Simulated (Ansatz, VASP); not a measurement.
# Os (Osmium): VASP beside Ansatz

Aim: how closely do two programs agree when they are given the same cell, functional and k mesh? The cell is taken from a series of runs on this material, whose earlier steps may have relaxed, scaled, displaced or heated it; both programs get it as it stands.

Main program and level: Ansatz 0.2.0; plane waves, with VASP 6.6.1 beside it; zone-centre phonons at LDA.

**1. Starting point**

It takes space group P6_3/mmc (No. 194, hexagonal). The conventional cell has a = 2.742 Å, b = 2.742 Å, c = 4.266 Å, α = 90.00°, β = 90.00°, γ = 120.00°. Os has 12 Os at 2.66 to 2.74 Å nearest.

**2. Ansatz: zone-centre phonons, LDA**

Ansatz runs on its PAW soft_1 files.

Second derivatives magnify differences that forces hide, and they need a tight electronic threshold.

Input file input.yaml:

```yaml
crystal:
  lattice:
    - [2.7424090215, 0.0, 0.0]
    - [-1.3712045107, 2.3749958802, 0.0]
    - [0.0, 0.0, 4.266224019]
  atoms:
    - { symbol: Os, position: [0.3333333333, 0.6666666667, 0.25] }
    - { symbol: Os, position: [0.6666666667, 0.3333333333, 0.75] }
kpoints:
  mp_grid: { grid: [18, 18, 12] }
hamiltonian:
  xc: lda
  pseudopotentials: { kind: paw, azcp: { folder: soft_1 }, xc_functional: pbe }
scf:
  occupations: { method: methfessel_paxton, width: 0.2 }
output:
  eigenvalues: true
phonons:
  method: dfpt
```

Launch:

```
> ansatz run input.yaml --threads 4 --pin off --max-ram 10240MiB --backend cpu --events-out ev --progress --plain --runs-dir out
```

Numbers of over 12 decimals in the logs are rounded to 6 here.

Output:

```text
zone centre: on kpoints.mp_grid the ground state, and the responses unless they are solved on pairs of k-points, stand on 637 of the mesh's 3888 k-points, reduced under 4 symmetry operations, with k and −k counted as one. Each operation leaves every solved displacement unchanged or reverses it
Engine: ansatz 0.2.0, aarch64-unknown-linux-gnu
Pseudopotentials: kind: paw
Pseudopotential: Os, paw, valence charge 16, recommended cutoff 420 eV (normal), soft_1/Os.paw.azcp
Functional definition: SPW92
  exchange = slater_x
  correlation = pw_c
Crystal: 2 atoms, lattice volume = 27.787 Å³
Basis set: ecut = 420 eV, 537 PW (Γ), exchange–correlation on 40×40×60 points (8 copies of the dense FFT grid, shifted against one another)
Bands: 20, of which v1, the nominal top of the filled ones, is band 16 counted from 1 (15 counted from 0)
Symmetry: 24 space group operations
k-points: 637 of 3888 (irreducible under 4 space group operations, time reversal used)
Non-local potential: Os, projectors of the file, l = 0: 3, l = 1: 2, l = 2: 2, l = 3: 1
PAW form: soft (Blöchl's): semilocal exchange-correlation on the pseudo side does not see the compensation charge
PAW frozen core: Os, regenerated for the run's functional, and the local potential with it (the file was generated under x = pbe(κ = 0.804, μ = 0.219515), c = pbe(β = 0.066725))
PAW one-centre angular grid: Os, 590 points (default); XC on 64 Gauss nodes
Initial density: superposition of atomic densities (chi_scale 0.1, normalization cell)
Initial wavefunctions: pseudopotential atomic-orbital guess
Functional: x = slater, c = lda
SCF iter   1: F=—  HF=-22239.393061 eV  |F-HF|=—  |Δ(HF+E_count)|=         —  Δρ=6.10e-2  dr2=8.55e-1  ethr=3.10e-3  ⟨swp⟩=5.0  Hψ=115652  notcnv=0  defer=50
automatic band count: the SCF goes on with 24 bands, as 20 were too few: they end inside the smearing window of the response
preconditioner: auto → none  [metal: Δε(μ)=0.017 eV  Ē_g=12.175 eV  σ=0.200 eV  W_gap=0.07  n_scr=8 (ndim 8)  ℏωp=28.2 eV  f_vac=0.000  D(μ)=1.29/eV (n_scr^D=8)  sad-step TF]
SCF iter   2: F=—  HF=-22239.161850 eV  |F-HF|=—  |Δ(HF+E_count)|=   2.31e-1  S|Δr|=    0.00e0  Δρ=3.56e-2  dr2=2.84e-1  ethr=2.67e-3  ⟨swp⟩=2.0  Hψ=22924  notcnv=0  defer=425
SCF iter   3: F=—  HF=-22239.055937 eV  |F-HF|=—  |Δ(HF+E_count)|=   1.06e-1  S|Δr|=    0.00e0  Δρ=1.64e-3  dr2=3.81e-4  ethr=8.87e-4  ⟨swp⟩=2.0  Hψ=21674  notcnv=0  defer=425
SCF iter   4: F=—  HF=-22239.055627 eV  |F-HF|=—  |Δ(HF+E_count)|=   3.10e-4  S|Δr|=    0.00e0  Δρ=2.22e-4  dr2=5.59e-6  ethr=1.19e-6  ⟨swp⟩=2.2  Hψ=22969  notcnv=0  defer=622
SCF iter   5: F=—  HF=-22239.055623 eV  |F-HF|=—  |Δ(HF+E_count)|=   3.52e-6  S|Δr|=    0.00e0  Δρ=4.93e-5  dr2=4.01e-7  ethr=1.75e-8  ⟨swp⟩=2.3  Hψ=23921  notcnv=0  defer=622
SCF iter   6: F=—  HF=-22239.055629 eV  |F-HF|=—  |Δ(HF+E_count)|=   6.34e-6  S|Δr|=    0.00e0  Δρ=7.50e-6  dr2=9.07e-9  ethr=1.25e-9  ⟨swp⟩=2.6  Hψ=22215  notcnv=0  defer=764
SCF iter   7: F=—  HF=-22239.055629 eV  |F-HF|=—  |Δ(HF+E_count)|=   2.40e-9  S|Δr|=    0.00e0  Δρ=1.37e-6  dr2=9.76e-11  ethr=2.83e-11  ⟨swp⟩=2.1  Hψ=21532  notcnv=0  defer=764
SCF iter   8: F=-22239.055629 eV  HF=-22239.055629 eV  |F-HF|=1.82e-11  |Δ(HF+E_count)|=  1.02e-10  S|Δr|=    0.00e0  Δρ=1.51e-7  dr2=3.60e-12  ethr=1.00e-12  ⟨swp⟩=9.8  Hψ=70053  notcnv=0
SCF 1 converged in 8 iterations: F = -22239.055629 eV  dr2 = 3.60e-12
  greatest PAW one-centre occupation: 1.000 electrons in one spin orbital (limit 2), on the Os atom at site 1 (counted from 0), in its partial waves of l = 0
DFPT response loops at Γ: preconditioner auto → Kerker (q_TF=auto, 2.793 Å⁻¹) (partly filled bands, converged f_vac=0.000); β = 1.00, the filter's whole step (`scf.mixing.beta` (0.50) is not read by the response loops under this deck's `scf.mixing.preconditioner`; to damp them name `kerker` or `kerker_dos`, under which they read `scf.mixing.beta`, and type it under 1.00, their step now; both keys bind the ground state too); Broyden in place of MSR1
SCF converged after 8 iterations
Stability not checked: this state was not tested for a lower state beside it, because cold or Methfessel-Paxton smearing, or corrected tetrahedra, fill the levels in a way that the test cannot read (fill_not_monotonic; see scf.lower_state_search)
Free energy (F): -22239.055629 eV
Harris-Foulkes:  -22239.055629 eV  (|F-HF|=1.82e-11)
Internal energy: -22239.055496 eV  (E = F + TS)
E sigma→0 (E₀):  -22239.055596 eV
Entropy (-TS):   -0.000133 eV (-0.067 meV/atom)
Fermi energy:    25.859462 eV
--- Per-component energies (eV) ---
  E_band       = -135.528727
  E_kinetic    = 986.262665
  E_local      = -1825.466625  (includes V_loc(G=0)·N_el)
  E_nonlocal   = 405.694871
  E_hartree    = 651.306726
  E_xc         = -466.073637
  E_vxc        = -493.527924  (∫ρ·V_xc dr)
  E_paw        = -17564.266130  (= ΣΔE_a)
  E_vpaw       = -511.106110  (= ΣTr[D̂ρ^β])
  E_aug_tail   = 0.000859  (compensation charges beyond the density's cutoff)
  E_ewald      = -4427.239870
  E_core_change = 0.725646  (= ΣΔE_core)
  E_smearing   = -0.000133  (= −TS)
  E_closure    = 0.000000  (closes the sum)
  Σ components = -22239.055629   (vs F -22239.055629, Δ=0.00e0)
--- Band table (eV; the first three rows and the last of 637) ---
  k-point 0: bands = [... 12 lower, 23.1938, 23.6304, 23.6304, 24.1287, 24.1287, 26.1316, 27.5599, 27.5599, ... 4 higher]
  k-point 1: bands = [... 12 lower, 23.1382, 23.5649, 23.5649, 24.2834, 24.2834, 25.8192, 27.5800, 27.5800, ... 4 higher]
  k-point 2: bands = [... 12 lower, 22.9820, 23.3893, 23.3893, 24.6672, 24.6672, 25.0443, 27.6127, 27.6127, ... 4 higher]
  k-point 636: bands = [... 12 lower, 22.4181, 22.4181, 24.1912, 24.1912, 28.1387, 28.1387, 30.7155, 30.7155, ... 4 higher]
--- Phonons (Γ-DFPT): 2 representative perturbations + reference, on 637 of 3888 k-points (Σ response iterations 4) ---
  k mesh reduced under 4 symmetry operations, with k and −k counted as one. Each operation leaves every solved displacement unchanged or reverses it
  ASR residual: 1.133e-4 → 0.000e0 eV/Å²; symmetrization residual: 9.050e-10 eV/Å²
  ASR residual per site (eV/Å²): 1.13e-4 1.13e-4
  Γ frequencies (cm⁻¹): 0.00 0.00 0.00 169.69 169.69 230.67
  non-analytic LO–TO correction: not included (Born effective charges unavailable; polar crystals: no LO–TO splitting at Γ)
```

**3. VASP: zone-centre phonons, LDA**

The same cell, functional (in two slightly different forms), mesh and smearing now go to VASP, with its own data sets.

Lines of VASP's logs that name or quote its potential files are left out, and so is its time.

Input file INCAR:

```
SYSTEM = Os
PREC = Accurate
ENCUT = 600
EDIFF = 1E-08
NELM = 120
ISMEAR = 1
SIGMA = 0.2
LREAL = .FALSE.
ALGO = Normal
GGA = CA
NBANDS = 14
LASPH = .TRUE.
LORBIT = 11
LWAVE = .FALSE.
LCHARG = .FALSE.
ISIF = 2
IBRION = 8
GGA_COMPAT = .FALSE.
KPAR = 2
```

Input file POSCAR:

```
Os
1.0
    2.7424090215      0.0000000000      0.0000000000
   -1.3712045107      2.3749958802      0.0000000000
    0.0000000000      0.0000000000      4.2662240190
Os
2
Direct
    0.3333333333      0.6666666667      0.2500000000
    0.6666666667      0.3333333333      0.7500000000
```

Input file KPOINTS:

```
Automatic mesh
0
Gamma
18 18 12
0 0 0
```

The projector-augmented-wave data sets are Os (LDA family, release 64).

Launch:

```
> mpirun -np 2 vasp_std
```

Output:

```text
[banner, memory and clock lines left out]
running    2 mpi-ranks, on    1 nodes
 distrk:  each k-point on    1 cores,    2 groups
 distr:  one band on    1 cores,    1 groups

 POSCAR found type information on POSCAR Os
 POSCAR found :  1 types and       2 ions
 LDA part: xc-table for (Slater(with rela. corr.)+CA(PZ))
 , standard interpolation
 POSCAR, INCAR and KPOINTS ok, starting setup
 FFT: planning ... GRIDC
 FFT: planning ... GRID_SOFT
 FFT: planning ... GRID
 WAVECAR not read
 entering main loop
       N       E                     dE             d eps       ncg     rms          rms(c)
DAV:   1     0.111285217255E+03    0.11129E+03   -0.82707E+03  7252   0.123E+03
DAV:   2    -0.209055396508E+02   -0.13219E+03   -0.11679E+03  7426   0.359E+02
DAV:   3    -0.268471751954E+02   -0.59416E+01   -0.56777E+01  9526   0.672E+01
DAV:   4    -0.269044850293E+02   -0.57310E-01   -0.57213E-01  7822   0.683E+00
DAV:   5    -0.269047970899E+02   -0.31206E-03   -0.31204E-03  9444   0.457E-01    0.331E+01
DAV:   6    -0.256457916274E+02    0.12590E+01   -0.12190E+00  8884   0.986E+00    0.145E+01
DAV:   7    -0.253094076395E+02    0.33638E+00   -0.71708E-01  9134   0.739E+00    0.857E-01
DAV:   8    -0.253009117746E+02    0.84959E-02   -0.69539E-03  7390   0.645E-01    0.371E-01
DAV:   9    -0.252986833748E+02    0.22284E-02   -0.15168E-03  8638   0.397E-01    0.518E-02
DAV:  10    -0.252986907975E+02   -0.74227E-05   -0.27944E-05  8980   0.426E-02    0.161E-02
DAV:  11    -0.252986841936E+02    0.66039E-05   -0.20476E-06  8302   0.164E-02    0.143E-03
DAV:  12    -0.252986840737E+02    0.11983E-06   -0.71804E-08  8836   0.285E-03    0.129E-04
DAV:  13    -0.252986840729E+02    0.83458E-09   -0.18347E-09  5156   0.479E-04
   1 F= -.25298684E+02 E0= -.25298632E+02  d E =-.155678E-03
 Linear response reoptimize wavefunctions to high precision
DAV:   1    -0.252986840725E+02    0.36334E-09   -0.18563E-10  5474   0.134E-04
DAV:   2    -0.252986840725E+02   -0.10459E-10   -0.20468E-11  4214   0.542E-05
 Linear response DOF=           2
 Linear response progress:
  Degree of freedom:   1/  2
       N       E                     dE             d eps       ncg     rms          rms(c)
RMM:   1    -0.197657222480E+00   -0.19766E+00   -0.11296E-01 53755   0.252E+00
RMM:   2    -0.194039379625E+00    0.36178E-02   -0.17320E-03 44971   0.513E-01    0.153E-01
RMM:   3    -0.192865344551E+00    0.11740E-02   -0.50649E-04 50191   0.154E-01    0.860E-02
RMM:   4    -0.192247456608E+00    0.61789E-03   -0.74662E-04 50680   0.182E-01    0.115E-02
RMM:   5    -0.192318996576E+00   -0.71540E-04   -0.12553E-05 51959   0.267E-02    0.373E-03
RMM:   6    -0.192302634744E+00    0.16362E-04   -0.11270E-06 51902   0.742E-03    0.136E-03
RMM:   7    -0.192299319260E+00    0.33155E-05    0.27364E-11 53169   0.156E-03    0.823E-04
RMM:   8    -0.192296447518E+00    0.28717E-05   -0.29625E-08 52033   0.109E-03    0.925E-05
RMM:   9    -0.192296038981E+00    0.40854E-06    0.63360E-08 53760   0.159E-04    0.231E-05
RMM:  10    -0.192295855941E+00    0.18304E-06    0.10379E-08 51972   0.279E-05    0.414E-06
RMM:  11    -0.192295837918E+00    0.18023E-07    0.35186E-09 54379   0.992E-06    0.144E-06
RMM:  12    -0.192295845381E+00   -0.74630E-08    0.37042E-10 44766   0.589E-06    0.317E-07
 first order change of Fermi-energy  -0.12330E-04
 force on displaced ion       1 direction 1 :  -9.968   0.001   0.000
 Linear response progress:
  Degree of freedom:   2/  2
       N       E                     dE             d eps       ncg     rms          rms(c)
RMM:   1    -0.250431459544E+00   -0.25043E+00   -0.14094E-01 18996   0.266E+00
RMM:   2    -0.242065834887E+00    0.83656E-02   -0.43295E-03 15146   0.710E-01    0.186E-01
RMM:   3    -0.241562551089E+00    0.50328E-03   -0.61731E-04 17735   0.147E-01    0.104E-01
RMM:   4    -0.241668539085E+00   -0.10599E-03   -0.41694E-04 17729   0.148E-01    0.115E-02
RMM:   5    -0.241723510363E+00   -0.54971E-04    0.21048E-05 18291   0.175E-02    0.529E-03
RMM:   6    -0.241738951721E+00   -0.15441E-04    0.18474E-06 17941   0.398E-03    0.366E-03
RMM:   7    -0.241747844734E+00   -0.88930E-05    0.44801E-06 18263   0.310E-03    0.444E-04
RMM:   8    -0.241746204858E+00    0.16399E-05    0.66800E-08 18307   0.567E-04    0.145E-04
RMM:   9    -0.241744939105E+00    0.12658E-05    0.31882E-08 18443   0.208E-04    0.293E-05
RMM:  10    -0.241744978424E+00   -0.39319E-07    0.71181E-08 17495   0.683E-05    0.331E-06
RMM:  11    -0.241745000590E+00   -0.22166E-07   -0.26330E-09 18676   0.225E-05    0.250E-06
RMM:  12    -0.241744997695E+00    0.28948E-08   -0.33844E-09 17781   0.124E-05    0.389E-07
 first order change of Fermi-energy   0.11437E-03
 force on displaced ion       1 direction 3 :   0.000  -0.000 -18.349
 Linear response finished
```

From OUTCAR (step 3):

```text
ion  position               nearest neighbor table
   1  0.333  0.667  0.250-   2 2.66   2 2.66   2 2.66   2 2.66   2 2.66   2 2.66
   2  0.667  0.333  0.750-   1 2.66   1 2.66   1 2.66   1 2.66   1 2.66   1 2.66

  LATTYP: Found a hexagonal cell.
 ALAT       =     2.7424090215
 C/A-ratio  =     1.5556483317

 Subroutine GETGRP returns: Found 24 space group operations
 (whereof 12 operations were pure point group operations)

The static configuration has the point symmetry D_3d.
 The point group associated with its full space group is D_6h.

 Found    259 irreducible k-points:

   k-points           NKPTS =    259   k-points in BZ     NKDIM =    259   number of bands    NBANDS=     14

   dimension x,y,z NGX =    24 NGY =   24 NGZ =   36
   dimension x,y,z NGXF=    48 NGYF=   48 NGZF=   72

   ENCUT  =  600.0 eV  44.10 Ry    6.64 a.u.   5.48  5.48  8.52*2*pi/ulx,y,z

   NELECT =      16.0000    total number of electrons

 k-points in reciprocal lattice and weights: Automatic mesh
   0.00000000  0.00000000  0.00000000       0.000
   0.05555556  0.00000000  0.00000000       0.002
   0.11111111  0.00000000  0.00000000       0.002
   0.16666667  0.00000000  0.00000000       0.002
   0.22222222  0.00000000  0.00000000       0.002
   0.27777778  0.00000000  0.00000000       0.002
   0.33333333  0.00000000  0.00000000       0.002
   0.38888889  0.00000000  0.00000000       0.002
   0.44444444  0.00000000  0.00000000       0.002
[...]
0.33333333  0.27777778  0.50000000       0.003
   0.33333333  0.33333333  0.50000000       0.001

 average (electrostatic) potential at core
       1 -43.4452       2 -43.4452

  Total       -1.2962155     -1.2962155      0.1555667     -0.0000000     -0.0000000      0.0000000
  in kB      -74.7393008    -74.7393008      8.9699198     -0.0000000     -0.0000000      0.0000000
  external PRESSURE =     -46.8362273 kB  Pullay stress =       0.0000000 kB

  energy-cutoff  :      600.00
  volume of cell :       27.79
      direct lattice vectors                 reciprocal lattice vectors
     2.742409021  0.000000000  0.000000000     0.364642908  0.210526681  0.000000000
    -1.371204511  2.374995880  0.000000000     0.000000000  0.421053362  0.000000000
     0.000000000  0.000000000  4.266224019     0.000000000  0.000000000  0.234399318

 POSITION                                       TOTAL-FORCE (eV/Angst)
 -----------------------------------------------------------------------------------
     -0.00000      1.58333      1.06656        -0.000000      0.000000      0.000000
      1.37120      0.79167      3.19967         0.000000     -0.000000      0.000000
 -----------------------------------------------------------------------------------
    total drift:                               -0.000000      0.000000     -0.000000

 Eigenvectors and eigenvalues of the dynamical matrix
 ----------------------------------------------------

   1 f  =    6.866994 THz    43.146596 2PiTHz  229.058264 cm-1    28.399592 meV
             X         Y         Z           dx          dy          dz
     -0.000000  1.583331  1.066556    -0.000000    0.000000    0.707107
      1.371205  0.791665  3.199668     0.000000    0.000000   -0.707107

   2 f  =    5.061366 THz    31.801502 2PiTHz  168.829006 cm-1    20.932120 meV
             X         Y         Z           dx          dy          dz
     -0.000000  1.583331  1.066556     0.430576    0.560896    0.000000
      1.371205  0.791665  3.199668    -0.430576   -0.560896    0.000000

   3 f  =    5.061366 THz    31.801502 2PiTHz  168.829006 cm-1    20.932120 meV
             X         Y         Z           dx          dy          dz
     -0.000000  1.583331  1.066556     0.560896   -0.430576    0.000000
      1.371205  0.791665  3.199668    -0.560896    0.430576    0.000000

   4 f  =    0.000000 THz     0.000001 2PiTHz    0.000003 cm-1     0.000000 meV
             X         Y         Z           dx          dy          dz
     -0.000000  1.583331  1.066556    -0.092937    0.700973   -0.000000
      1.371205  0.791665  3.199668    -0.092937    0.700973    0.000000

   5 f  =    0.000000 THz     0.000000 2PiTHz    0.000001 cm-1     0.000000 meV
             X         Y         Z           dx          dy          dz
     -0.000000  1.583331  1.066556     0.000000    0.000000   -0.707107
      1.371205  0.791665  3.199668    -0.000000    0.000000   -0.707107

   6 f  =    0.000000 THz     0.000000 2PiTHz    0.000001 cm-1     0.000000 meV
             X         Y         Z           dx          dy          dz
     -0.000000  1.583331  1.066556    -0.700973   -0.092937    0.000000
      1.371205  0.791665  3.199668    -0.700973   -0.092937    0.000000

 ELASTIC MODULI CONTR FROM IONIC RELAXATION (kBar)
 Direction    XX          YY          ZZ          XY          YZ          ZX
 --------------------------------------------------------------------------------
 XX         -25.8556     25.8556     -0.0000     -0.0000      0.0000      0.0000
 YY          25.8556    -25.8556      0.0000     -0.0000     -0.0000      0.0000
 ZZ          -0.0000      0.0000     -0.0000      0.0000      0.0000      0.0000
 XY          -0.0000     -0.0000      0.0000    -25.8556      0.0000      0.0000
 YZ           0.0000     -0.0000      0.0000      0.0000     -0.0000      0.0000
 ZX           0.0000      0.0000      0.0000      0.0000      0.0000      0.0000
 --------------------------------------------------------------------------------
```

**4. Comparison**

Known differences besides the potentials themselves: the two LDA forms differ slightly; the data sets hold 32 valence electrons in Ansatz (on its PAW soft_1 files) and 16 in VASP; the cutoff is 420 eV in Ansatz and 600 eV in VASP; VASP's log shows a relativistic correction to its local exchange, Ansatz's none. Total energies have different zeros and are not compared.

The two programs side by side:

```csv
quantity,Ansatz,VASP,difference
optical mode 1 to 2 (cm⁻¹),169.7,168.8,+0.51 %
optical mode 3 (cm⁻¹),230.7,229.1,+0.70 %
```

Modes are paired by rising frequency, not by their patterns, so a pair may set unlike modes beside each other; they are those without the splitting of longitudinal modes.

**5. Summary of results**

```
r.m.s. difference of the optical zone-centre modes, each program's sorted by frequency (zone-centre phonons, LDA) : 1.2 cm⁻¹
difference in optical mode 3 (zone-centre phonons, LDA)                                                           : +0.7 %
```

What this shows: The r.m.s. difference of the optical zone-centre modes, each program's sorted by frequency is 1.2 cm⁻¹ (zone-centre phonons, LDA). The data sets hold unlike numbers of valence electrons (32 in Ansatz and 16 in VASP), so part of the differences comes from the potentials. Among the rows given in per cent, the largest difference of the zone-centre phonons, LDA pair is in optical mode 3, +0.7 %. Such differences can come from data sets, numerical settings and the points named under the comparisons, not from the functional's error against experiment.

[Lines on the potential files, build, host, timing and source positions are cut from VASP's logs without a mark.]

[Logs are printed without paths, hosts, clocks, repeated set-up lines and the standing remarks that a program may print on its own settings, such as how far it seeks lower states.]

[Hosts, paths, dates, database ids (printed as entryN), source tags and the programs' standing remarks are cut or masked in the printed files.]
